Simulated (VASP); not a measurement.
Output of a VASP run:

**OUTCAR**
```
 ion  position               nearest neighbor table
   1  0.667  0.333  0.500-   4 2.33   4 2.33   4 2.33   3 2.33
   2  0.333  0.667  0.000-   3 2.33   3 2.33   3 2.33   4 2.33
   3  0.667  0.333  0.875-   2 2.33   2 2.33   2 2.33   1 2.33
   4  0.333  0.667  0.375-   1 2.33   1 2.33   1 2.33   2 2.33
  LATTYP: Found a hexagonal cell.
 ALAT       =     3.8037489245
 C/A-ratio  =     1.6382922864
 Subroutine PRICEL returns:
 Original cell was already a primitive cell.
 Subroutine GETGRP returns: Found 12 space group operations
The static configuration has the point symmetry C_3v.
 The point group associated with its full space group is C_6v.
The dynamic configuration has the point symmetry C_3v.
 Subroutine INISYM returns: Found 12 space group operations
 Subroutine IBZKPT returns following result:
 Found     30 irreducible k-points:

 Following reciprocal coordinates:
            Coordinates               Weight
  0.000000  0.000000  0.000000      1.000000
  0.125000 -0.000000  0.000000      6.000000
  0.250000 -0.000000  0.000000      6.000000
  0.375000  0.000000  0.000000      6.000000
  0.500000 -0.000000  0.000000      3.000000
  0.125000  0.125000  0.000000      6.000000
  0.250000  0.125000  0.000000     12.000000
  0.375000  0.125000  0.000000     12.000000
  0.250000  0.250000  0.000000      6.000000
  0.375000  0.250000  0.000000      6.000000
  0.000000  0.000000  0.250000      2.000000
  0.125000 -0.000000  0.250000     12.000000
  0.250000 -0.000000  0.250000     12.000000
  0.375000  0.000000  0.250000     12.000000
  0.500000 -0.000000  0.250000      6.000000
  0.125000  0.125000  0.250000     12.000000
  0.250000  0.125000  0.250000     24.000000
  0.375000  0.125000  0.250000     24.000000
  0.250000  0.250000  0.250000     12.000000
  0.375000  0.250000  0.250000     12.000000
  0.000000  0.000000  0.500000      1.000000
  0.125000 -0.000000  0.500000      6.000000
  0.250000 -0.000000  0.500000      6.000000
  0.375000  0.000000  0.500000      6.000000
  0.500000 -0.000000  0.500000      3.000000
  0.125000  0.125000  0.500000      6.000000
  0.250000  0.125000  0.500000     12.000000
  0.375000  0.125000  0.500000     12.000000
  0.250000  0.250000  0.500000      6.000000
  0.375000  0.250000  0.500000      6.000000
   k-points           NKPTS =     30   k-points in BZ     NKDIM =     30   number of bands    NBANDS=     22
   number of dos      NEDOS =    601   number of ions     NIONS =      4
   total plane-waves  NPLWV =  37632
   dimension x,y,z NGX =    28 NGY =   28 NGZ =   48
   dimension x,y,z NGXF=    56 NGYF=   56 NGZF=   96
   ions per type =               2   2
   PREC   = accura    normal or accurate (medium, high low for compatibility)
   ISTART =      0    job   : 0-new  1-cont  2-samecut
   ICHARG =      2    charge: 1-file 2-atom 10-const
   ISPIN  =      1    spin polarized calculation?
   LNONCOLLINEAR =      F non collinear calculations
   LSORBIT =      F    spin-orbit coupling
   INIWAV =      1    electr: 0-lowe 1-rand  2-diag
   ENCUT  =  520.0 eV  38.22 Ry    6.18 a.u.   7.07  7.07 11.59*2*pi/ulx,y,z
   NELM   =    100;   NELMIN=  2; NELMDL= -5     # of ELM steps
   EDIFF  = 0.1E-06   stopping-criterion for ELM
   LREAL  =      F    real-space projection
   NLSPLINE    = F    spline interpolate recip. space projectors
   LMAXMIX     =    4 max onsite mixed and CHGCAR
   VOSKOWN=      0    Vosko Wilk Nusair interpolation
   EDIFFG = 0.1E-05   stopping-criterion for IOM
   NSW    =      0    number of steps for IOM
   NBLOCK =      1;   KBLOCK =      1    inner block; outer block
   IBRION =     -1    ionic relax: 0-MD 1-quasi-New 2-CG
   NFREE  =      0    steps in history (QN), initial steepest desc. (CG)
   ISIF   =      2    stress and relaxation
   ISYM   =      2    0-nonsym 1-usesym 2-fastsym
   TEIN   =    0.0    initial temperature
   TEBEG  =    0.0;   TEEND  =   0.0 temperature during run
   SMASS  =  -3.00    Nose mass-parameter (am)
...
```

OSZICAR:
```
       N       E                     dE             d eps       ncg     rms          rms(c)
DAV:   1     0.238996440157E+03    0.23900E+03   -0.17637E+04  1320   0.198E+03
DAV:   2     0.816917154489E+01   -0.23083E+03   -0.22625E+03  1388   0.382E+02
DAV:   3    -0.139869300685E+02   -0.22156E+02   -0.22074E+02  1596   0.119E+02
DAV:   4    -0.145170695272E+02   -0.53014E+00   -0.52964E+00  1524   0.189E+01
DAV:   5    -0.145264615542E+02   -0.93920E-02   -0.93910E-02  1638   0.251E+00    0.103E+01
DAV:   6    -0.136543724001E+02    0.87209E+00   -0.20355E+00  2050   0.438E+01    0.792E+00
DAV:   7    -0.136896655967E+02   -0.35293E-01   -0.20515E+00  1380   0.830E+00    0.337E+00
DAV:   8    -0.136691260962E+02    0.20540E-01   -0.12076E-01  1776   0.466E+00    0.116E+00
DAV:   9    -0.136699309978E+02   -0.80490E-03   -0.22737E-02  1818   0.261E+00    0.296E-01
DAV:  10    -0.136700647468E+02   -0.13375E-03   -0.13024E-03  1506   0.442E-01    0.191E-01
DAV:  11    -0.136703020774E+02   -0.23733E-03   -0.35893E-04  1494   0.133E-01    0.898E-02
DAV:  12    -0.136703012789E+02    0.79842E-06   -0.35681E-05  2060   0.104E-01    0.170E-02
DAV:  13    -0.136703040048E+02   -0.27259E-05   -0.65854E-06  1482   0.183E-02    0.949E-03
DAV:  14    -0.136703045863E+02   -0.58149E-06   -0.88975E-07  1560   0.890E-03    0.149E-03
DAV:  15    -0.136703045593E+02    0.27014E-07   -0.92780E-08  1056   0.242E-03
   1 F= -.14905916E+02 E0= -.14905916E+02  d E =0.000000E+00
```

### OUTCAR
```
------------------------ aborting loop because EDIFF is reached ----------------------------------------
  Edisp (eV):   -1.23561
  FORCE on cell =-STRESS in cart. coord.  units (eV):
  Direction    XX          YY          ZZ          XY          YZ          ZX
  --------------------------------------------------------------------------------------
  Total      -0.05699    -0.05699     0.03768     0.00000     0.00000     0.00000
  in kB      -1.16938    -1.16938     0.77310     0.00000     0.00000     0.00000
  external pressure =       -0.52 kB  Pullay stress =        0.00 kB
  volume of cell :       78.08
      direct lattice vectors                 reciprocal lattice vectors
     1.901874480 -3.294143188  0.000000000     0.262898527 -0.151784537  0.000000000
     1.901874480  3.294143188  0.000000000     0.262898527  0.151784537  0.000000000
     0.000000000  0.000000000  6.231652523     0.000000000  0.000000000  0.160471078
  FREE ENERGIE OF THE ION-ELECTRON SYSTEM (eV)
  ---------------------------------------------------
  free  energy   TOTEN  =       -14.9059161729 eV

  energy  without entropy=      -14.9059161729  energy(sigma->0) =      -14.90591617

 total charge

# of ion       s       p       d       tot
------------------------------------------
    1        0.521   0.484   9.802  10.807
    2        0.521   0.484   9.802  10.807
    3        1.314   2.444   0.000   3.759
    4        1.314   2.444   0.000   3.759
--------------------------------------------------
tot          3.670   5.857  19.603  29.131

 Electric field gradients after diagonalization (V/A^2)
 (convention: |V_zz| > |V_xx| > |V_yy|)
----------------------------------------------------------------------
 ion       V_xx      V_yy      V_zz     asymmetry (V_yy - V_xx)/ V_zz
----------------------------------------------------------------------
   1      -0.270    -0.258     0.528       0.024
   2      -0.271    -0.258     0.528       0.025
   3      -1.182    -1.181     2.364       0.000
   4      -1.182    -1.181     2.364       0.000
```
(Selected blocks of OUTCAR.)

POSCAR:
```
ZnS
1
    1.9018744804    -3.2941431878     0.0000000000
    1.9018744804     3.2941431878     0.0000000000
    0.0000000000     0.0000000000     6.2316525225
Zn S
2 2
Direct
  0.6666670000   0.3333330000   0.5001556216
  0.3333330000   0.6666670000   0.0001556216
  0.6666670000   0.3333330000   0.8748443784
  0.3333330000   0.6666670000   0.3748443784
```

Q: Write an INCAR and KPOINTS that could have produced this output.

A: One answer among several that fit: the input of the run itself, PBE GGA with D4 dispersion, plane waves, VASP's PBE PAW potentials (set 64).

**KPOINTS**
```
kpoints
0
Gamma
 8 8 4
```

### INCAR
```
SYSTEM = ZnS
PREC = Accurate
ENCUT = 520
EDIFF = 1E-7
NELM = 100
ALGO = Normal
LREAL = .FALSE.
LASPH = .TRUE.
ISMEAR = -5
GGA = PE
IVDW = 13
LMAXMIX = 4
LWAVE = .FALSE.
LCHARG = .TRUE.
LORBIT = 11
NEDOS = 601
ISIF = 2
LEFG = .TRUE.
```

POTCAR, in this order: Zn S (PBE.64 set). Program: vasp_std.

The compound is ZnS in the wurtzite structure, the high-temperature form. It was relaxed first.
